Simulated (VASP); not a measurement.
A run of VASP 6.6.1:

The input INCAR:

```
SYSTEM = SnAs
ALGO = Normal
EDIFF = 1E-7
EDIFFG = -0.002
ENCUT = 520
GGA = PS
IBRION = 2
ISIF = 3
ISMEAR = 0
LASPH = .TRUE.
LCHARG = .FALSE.
LREAL = .FALSE.
LWAVE = .FALSE.
NELM = 60
NSW = 80
PREC = Accurate
SIGMA = 0.02
```

File KPOINTS:

```
k-points
0
G
  10 10 10
  0 0 0
```

File POSCAR:

```
SnAs                                    
1.0
    0.0000000000      2.8584088282      2.8584088282
    2.8584088282     -0.0000000000      2.8584088282
    2.8584088282      2.8584088282      0.0000000000
  Sn              As            
     1     1
Direct
     0.0000000000000000    0.0000000000000000    0.0000000000000000
     0.5000000000000000    0.5000000000000000    0.5000000000000000
```

Potentials or basis: VASP PAW PBE potentials, release 64 (Sn_d, As).

The run is started by

```sh
$ cat potpaw_PBE.64/Sn_d/POTCAR potpaw_PBE.64/As/POTCAR > POTCAR
$ mpirun -np 1 vasp_std > vasp.out
```

Hardware: 1 thread of Intel(R) Xeon(R) Platinum 8488C (Sapphire Rapids), on a shared host.

**Question.** How long does it take, and how much memory?

**Answer.** Run time: 31 s on 1 thread of Intel(R) Xeon(R) Platinum 8488C (Sapphire Rapids), on a shared host, peak memory 0.18 GiB. Counts: scf iterations 13, k points 47, ion steps 1.
